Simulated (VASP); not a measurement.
Data:

```yaml
crystal:
  lattice:
    - [1.53137, -2.65242, 0.00000]
    - [1.53137, 2.65242, 0.00000]
    - [0.00000, 0.00000, 5.00179]
  atoms:
    - { symbol: Y, position: [0.33333, 0.66667, 0.25000] }
    - { symbol: Y, position: [0.66667, 0.33333, 0.75000] }
```

Level of theory: LDA (Ceperley-Alder, Perdew-Zunger), VASP's LDA PAW potentials (set 64) (plane waves; VASP 6.6.1). Settings: 500 eV cut-off, 14×14×7 Γ-centred mesh, first-order Methfessel-Paxton smearing of 0.10 eV, potentials Y_sv.

### Question
Estimate the energy per atom (σ→0), pressure, band gap (on the k-mesh) with the smallest direct gap where there is one.

### Answer

| Item | Value |
|---|---|
| band gap (on the k-mesh) | none (metal, semimetal or under 0.01 eV) |
| energy per atom (σ→0) | -6.260 eV/atom |
| pressure | 299.5 kbar |

The absolute energy has meaning only against runs of the same code, potentials and settings.

The compound is Y in the hcp structure. It was relaxed first under an external pressure of 30 GPa.
